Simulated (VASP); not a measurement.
# K2CuBr2F2 (P4/mmm) in VASP: reference runs

How does K2CuBr2F2 come out in PBE? The cell is run as given and disturbed.

All numbers are computed with VASP 6.6.1; they aren't measurements. Logs are shortened: lines on timing, memory, paths and dates and some standing lists are left out, and cuts for length are marked.

### Step 1. The crystal as given

Symmetry: P4/mmm, No. 123, tetragonal system. Conventional cell: a = 5.029 Å, b = 5.029 Å, c = 6.635 Å, α = 90.00°, β = 90.00°, γ = 90.00°. Around Br (site symmetry mmm) lie 2 Cu at 2.51 Å. Around Cu (site symmetry 4/mmm) lie 4 Br at 2.51 Å. Around K (site symmetry mmm) lie 4 F at 2.51 Å. F (site symmetry 4/mmm) is surrounded by 4 K at 2.51 Å. F (site symmetry 4/mmm) has 4 K at 2.51 Å as nearest neighbours.

The cell comes from a database or a generator and needn't be the stable form of this composition.

### Step 2. Single point, PBE

Input file INCAR:

```
  PREC = Accurate
  ENCUT = 520
  EDIFF = 1E-7
  ISMEAR = -1
  SIGMA = 0.05
  LREAL = F
  LASPH = T
  NELM = 60
  ALGO = Normal
  ISIF = 2
  LWAVE = F
  LCHARG = T
  GGA = PE
  LELF = T
  LVHAR = T
  NBANDS = 38
```

Input file KPOINTS:

```
regular mesh
0
Gamma
  5 5 4
```

Input file POSCAR:

```
K2CuBr2F2
1.0
    5.0293070000      0.0000000000      0.0000000000
    0.0000000000      5.0293070000      0.0000000000
    0.0000000000      0.0000000000      6.6348630000
Br Cu K F
2 1 2 2
Direct
    0.5000000000      0.0000000000      0.0000000000
    0.0000000000      0.5000000000      0.0000000000
    0.0000000000      0.0000000000      0.0000000000
    0.5000000000      0.0000000000      0.5000000000
    0.0000000000      0.5000000000      0.5000000000
    0.5000000000      0.5000000000      0.5000000000
    0.0000000000      0.0000000000      0.5000000000
```

Potentials or basis: VASP PAW PBE potentials, release 64 (Br, Cu, K_sv, F).

Command:

```sh
$ cat potpaw_PBE.64/Br/POTCAR potpaw_PBE.64/Cu/POTCAR potpaw_PBE.64/K_sv/POTCAR potpaw_PBE.64/F/POTCAR > POTCAR
$ mpirun -np 1 vasp_std > vasp.out
```

OUTCAR:

```text
PREC = Accurate
   ENCUT = 520
   EDIFF = 1E-7
   ISMEAR = -1
   LREAL = F
   LASPH = T
   NELM = 60
   ISIF = 2
   GGA = PE

 ion  position               nearest neighbor table
   1  0.500  0.000  0.000-   3 2.51   3 2.51
   2  0.000  0.500  0.000-   3 2.51   3 2.51
   3  0.000  0.000  0.000-   1 2.51   2 2.51   2 2.51   1 2.51
   4  0.500  0.000  0.500-   6 2.51   7 2.51   6 2.51   7 2.51   5 3.56   5 3.56   5 3.56   5 3.56

   5  0.000  0.500  0.500-   6 2.51   7 2.51   7 2.51   6 2.51   4 3.56   4 3.56   4 3.56   4 3.56

   6  0.500  0.500  0.500-   4 2.51   5 2.51   4 2.51   5 2.51
   7  0.000  0.000  0.500-   4 2.51   5 2.51   5 2.51   4 2.51

  LATTYP: Found a simple tetragonal cell.
 ALAT       =     5.0293070000
 C/A-ratio  =     1.3192400066

  Lattice vectors:

 A1 = (   5.0293070000,   0.0000000000,   0.0000000000)
 A2 = (   0.0000000000,   5.0293070000,   0.0000000000)
 A3 = (   0.0000000000,   0.0000000000,   6.6348630000)

Analysis of symmetry for initial positions (statically):
=====================================================================
 Subroutine PRICEL returns:
 Original cell was already a primitive cell.

 Routine SETGRP: Setting up the symmetry group for a
 simple tetragonal supercell.

 Subroutine GETGRP returns: Found 16 space group operations
 (whereof 16 operations were pure point group operations)
 out of a pool of 16 trial point group operations.

The static configuration has the point symmetry D_4h.

Analysis of symmetry for dynamics (positions and initial velocities):
=====================================================================
 Subroutine PRICEL returns:
 Original cell was already a primitive cell.

 Routine SETGRP: Setting up the symmetry group for a
 simple tetragonal supercell.

 Subroutine GETGRP returns: Found 16 space group operations
 (whereof 16 operations were pure point group operations)
 out of a pool of 16 trial point group operations.

The dynamic configuration has the point symmetry D_4h.

 Subroutine INISYM returns: Found 16 space group operations
 (whereof 16 operations are pure point group operations),
 and found     1 'primitive' translations

[... 97 lines left out ...]
   EDIFF  = 0.1E-06   stopping-criterion for ELM
   LREAL  =      F    real-space projection
   EDIFFG = 0.1E-05   stopping-criterion for IOM
   NSW    =      0    number of steps for IOM
   IBRION =     -1    ionic relax: 0-MD 1-quasi-New 2-CG
   NFREE  =      0    steps in history (QN), initial steepest desc. (CG)
   ISIF   =      2    stress and relaxation
   ISYM   =      2    0-nonsym 1-usesym 2-fastsym
   POTIM  = 0.5000    time-step for ionic-motion
   TEBEG  =    0.0;   TEEND  =   0.0 temperature during run
   PSTRESS=    0.0 pullay stress
   NELECT =      57.0000    total number of electrons
   NUPDOWN=      -1.0000    fix difference up-down
   EMIN   =  10.00;   EMAX   =-10.00  energy-range for DOS
   EFERMI =   0.00;   METHOD = LEGACY
   ISMEAR =    -1;   SIGMA  =   0.05  broadening in eV -4-tet -1-fermi 0-gaus
   EFERMI_NEDOS =   21; number of points for ismear=-14 and -15
   IALGO  =     38    algorithm
   IMIX   =      4    mixing-type and parameters
     AMIX     =   0.40;   BMIX     =  1.00
     AMIX_MAG =   1.60;   BMIX_MAG =  1.00
  volume/ion in A,a.u.               =      23.97       161.79
  Fermi-wavevector in a.u.,A,eV,Ry     =   1.142222  2.158486 17.751115  1.304670
  Thomas-Fermi vector in A             =   2.278920
   LORBIT       =      0    0 simple, 1 ext, 2 COOP (PROOUT), +10 PAW based schemes
   GGA     = PE    functional components
   LHFCALC =     F    Hartree Fock is set to
   AEXX    =    0.0000 exact exchange contribution
   IVDW    =     0    specifies the selected vdW correction
   LEPSILON=     F    determine dielectric tensor
   LRPA    =     F    only Hartree local field effects (RPA)
 non-spin polarized calculation
  energy-cutoff  :      520.00
  volume of cell :      167.82
 maximum number of plane-waves:      4565
 NGX is ok and might be reduce to    40
   NGX = 19   NGY = 19   NGZ = 25

 number of electron      56.9999996 magnetization

 Free energy of the ion-electron system (eV)
  ---------------------------------------------------
  ext. energy  EPLUGINS =         0.00000000
  ---------------------------------------------------
  free energy    TOTEN  =       -23.23374691 eV

  energy without entropy =      -23.17962407  energy(sigma->0) =      -23.20668549

 E-fermi :  -1.3085     XC(G=0):  -8.1727

 val. band max:       -1.3092452992   @ k =   0.4000   0.4000   0.2500
 cond. band min:      -1.3051418127   @ k =   0.4000   0.4000   0.0000
 fundamental gap:      0.0041034866
 Fermi energy:        -1.3084615267

 k-point     1 :       0.0000    0.0000    0.0000
  band No.  band energies     occupation
      1     -27.6341      2.00000
      2     -27.5120      2.00000
      3     -20.3805      2.00000
      4     -20.1379      2.00000
      5     -15.4554      2.00000
      6     -14.7352      2.00000
[... 727 lines left out ...]
     37       8.6593      0.00000
     38       8.7753      0.00000

------------------------ aborting loop because EDIFF is reached ----------------------------------------

  FORCE on cell =-STRESS in cart. coord.  units (eV):
  Direction    XX          YY          ZZ          XY          YZ          ZX
  --------------------------------------------------------------------------------------
  -------------------------------------------------------------------------------------
  Total        0.8224275      0.8224275      1.5408236      0.0000000      0.0000000      0.0000000
  in kB        7.8516323      7.8516323     14.7100872      0.0000000      0.0000000      0.0000000
  external PRESSURE =      10.1377840 kB  Pullay stress =       0.0000000 kB

 VOLUME and BASIS-vectors are now :
 -----------------------------------------------------------------------------
  energy-cutoff  :      520.00
  volume of cell :      167.82
      direct lattice vectors                 reciprocal lattice vectors
     5.029307000  0.000000000  0.000000000     0.198834551  0.000000000  0.000000000
     0.000000000  5.029307000  0.000000000     0.000000000  0.198834551  0.000000000
     0.000000000  0.000000000  6.634863000     0.000000000  0.000000000  0.150719013

 POSITION                                       TOTAL-FORCE (eV/Angst)
 -----------------------------------------------------------------------------------
      2.51465      0.00000      0.00000         0.000000      0.000000      0.000000
      0.00000      2.51465      0.00000         0.000000      0.000000      0.000000
      0.00000      0.00000      0.00000         0.000000      0.000000      0.000000
      2.51465      0.00000      3.31743         0.000000      0.000000      0.000000
      0.00000      2.51465      3.31743         0.000000      0.000000      0.000000
      2.51465      2.51465      3.31743         0.000000      0.000000      0.000000
      0.00000      0.00000      3.31743         0.000000      0.000000      0.000000
 -----------------------------------------------------------------------------------
    total drift:                               -0.000000      0.000000     -0.000000

  FREE ENERGIE OF THE ION-ELECTRON SYSTEM (eV)
  ---------------------------------------------------
  free  energy   TOTEN  =       -23.2337469105 eV

  energy  without entropy=      -23.1796240663  energy(sigma->0) =      -23.20668549
```

OSZICAR:

```text
N       E                     dE             d eps       ncg     rms          rms(c)
DAV:   1     0.615468817502E+03    0.61547E+03   -0.25509E+04  1368   0.147E+03
DAV:   2     0.554031014829E+02   -0.56007E+03   -0.52534E+03  1490   0.403E+02
DAV:   3    -0.241189201374E+02   -0.79522E+02   -0.78417E+02  1786   0.157E+02
DAV:   4    -0.297711150395E+02   -0.56522E+01   -0.56324E+01  2186   0.368E+01
[... 15 lines left out ...]
DAV:  20    -0.232337487385E+02    0.10448E-07   -0.20714E-06  2008   0.913E-03    0.176E-02
DAV:  21    -0.232337475444E+02    0.11941E-05   -0.26954E-06  1850   0.111E-02    0.981E-03
DAV:  22    -0.232337470420E+02    0.50242E-06   -0.28777E-07  1308   0.397E-03    0.437E-03
DAV:  23    -0.232337468980E+02    0.14401E-06   -0.10731E-07  1144   0.296E-03    0.778E-04
DAV:  24    -0.232337469105E+02   -0.12540E-07   -0.19081E-08   930   0.962E-04
   1 F= -.23233747E+02 E0= -.23206685E+02  d E =-.541228E-01
```

stdout:

```text
POSCAR found type information on POSCAR BrCuK F
 POSCAR found :  4 types and       7 ions
 scaLAPACK will be used
 LDA part: xc-table for (Slater+PW92), standard interpolation
 POSCAR, INCAR and KPOINTS ok, starting setup
 FFT: planning ... GRIDC
 FFT: planning ... GRID_SOFT
 FFT: planning ... GRID
 WAVECAR not read
 entering main loop
```

It took 4.2 min on 1 thread of AMD EPYC 7R43 (Zen 3), shared host; peak memory 0.29 GiB.

Results:

| Item | Value |
| --- | --- |
| Free energy | -23.2337 eV |
| Pressure | 1.0 GPa |
| Band gap on the k mesh | none (metal or under the smearing width) |

Caveat: an odd number of electrons without spin polarisation forces a metal; a magnetic or distorted state may lie lower; the run has no spin polarisation, though such a crystal can be magnetic; semilocal functionals often make such compounds metallic where correlation or magnetic order opens a gap, which also shifts bond lengths. With open d or f shells a metallic result of PBE can be an artefact of self-interaction; +U or a hybrid may open a gap.

### Step 3. Single point, PBE (atoms moved at random, drawn with an rms of 0.05 Å)

Input file INCAR:

```
  ALGO = Normal
  EDIFF = 1E-7
  ENCUT = 520
  GGA = PE
  ISIF = 2
  ISMEAR = -1
  LASPH = T
  LCHARG = T
  LELF = T
  LREAL = F
  LVHAR = T
  LWAVE = F
  NBANDS = 38
  NELM = 60
  PREC = Accurate
  SIGMA = 0.05
```

Input file KPOINTS:

```
k-points
0
Gamma
  5 5 4
```

Input file POSCAR:

```
K2CuBr2F2
1.0
    5.0293070000      0.0000000000      0.0000000000
    0.0000000000      5.0293070000      0.0000000000
    0.0000000000      0.0000000000      6.6348630000
Br Cu K F
2 1 2 2
Direct
    0.5012890000      0.0132910000     -0.0067450000
   -0.0042340000      0.5128210000      0.0038740000
    0.0023620000      0.0012080000      0.0047110000
    0.4928900000      0.0068110000      0.5016320000
   -0.0079600000      0.5071560000      0.4983830000
    0.4923310000      0.5070640000      0.5047640000
   -0.0008190000     -0.0029970000      0.4906150000
```

Potentials or basis: VASP PAW PBE potentials, release 64 (Br, Cu, K_sv, F).

Command:

```sh
$ cat potpaw_PBE.64/Br/POTCAR potpaw_PBE.64/Cu/POTCAR potpaw_PBE.64/K_sv/POTCAR potpaw_PBE.64/F/POTCAR > POTCAR
$ mpirun -np 1 vasp_std > vasp.out
```

Run time: 10 min. Hardware: 1 thread of AMD EPYC 7R43 (Zen 3), shared host; peak memory 0.43 GiB.

The run converged. Its results:

```
Free energy            : -23.2227 eV
Pressure               : 1.1 GPa
Largest force          : 0.268 eV/Å
Band gap on the k mesh : none (metal or under the smearing width)
```

Forces in eV/Å, atoms in the order of the input:
```
Br  -0.006  0.030  0.082
Br   0.007 -0.188 -0.056
Cu  -0.002  0.147  0.079
K    0.116  0.001 -0.071
K    0.005 -0.192  0.057
F    0.002 -0.017  0.002
F   -0.122  0.219 -0.094
```

Stress tensor (GPa, compression positive):
```
0.76 0.01 0.01
0.01 0.93 0.00
0.01 0.00 1.50
```

Levels at points of the mesh, in eV from the Fermi level:
```tsv
k point	band 25	band 26	band 27	band 28	band 29	band 30	band 31	band 32	band 33	band 34
(0.00, 0.00, 0.00)	-0.31	-0.31	-0.22	-0.10	-0.10	1.87	6.07	7.78	7.80	8.05
(0.00, 0.00, 0.50)	-0.31	-0.31	-0.28	-0.11	-0.11	2.14	6.89	7.22	9.00	9.06
```

Caveat: an odd number of electrons without spin polarisation forces a metal; a magnetic or distorted state may lie lower; the run has no spin polarisation, though such a crystal can be magnetic; semilocal functionals often make such compounds metallic where correlation or magnetic order opens a gap, which also shifts bond lengths.
